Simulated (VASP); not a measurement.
These are revPBE GGA, VASP's PBE PAW potentials (set 64) (plane waves; VASP) values and carry that method's errors.

VASP input:

**POSCAR**
```
CdSe
1
    2.2206252009    -3.8462354130     0.0000000000
    2.2206252009     3.8462354130     0.0000000000
    0.0000000000     0.0000000000     7.2302268011
Cd Se
2 2
Direct
  0.6666670000   0.3333330000   0.5001091100
  0.3333330000   0.6666670000   0.0001091100
  0.6666670000   0.3333330000   0.8758908900
  0.3333330000   0.6666670000   0.3758908900
```

KPOINTS:
```
Automatic mesh
0
Gamma
6 6 3
0 0 0
```

### INCAR
```
SYSTEM = CdSe
PREC = Accurate; ENCUT = 520; LREAL = .FALSE.
LASPH = .TRUE.
EDIFF = 1E-7; NELM = 100; ALGO = Normal
LMAXMIX = 4
ISMEAR = 0; SIGMA = 0.05
GGA = RE
IBRION = 2; NSW = 30; ISIF = 4
EDIFFG = -0.01
LWAVE = .FALSE.; LCHARG = .FALSE.
```

POTCAR, in this order: Cd Se (PBE.64 set). Program: vasp_std.

**Question.** What will the output report for the number of irreducible k-points (NKPTS), largest plane-wave count, number of space-group operations, FFT grid (NGX, NGY, NGZ)?

**Answer.** 
- number of irreducible k-points (NKPTS) = 14
- largest plane-wave count = 3357
- number of space-group operations = 12
- FFT grid (NGX, NGY, NGZ) = 36 × 36 × 54

The compound is CdSe in the wurtzite structure. This run relaxes it. Symmetry was kept, so distortions that lower it aren't found.
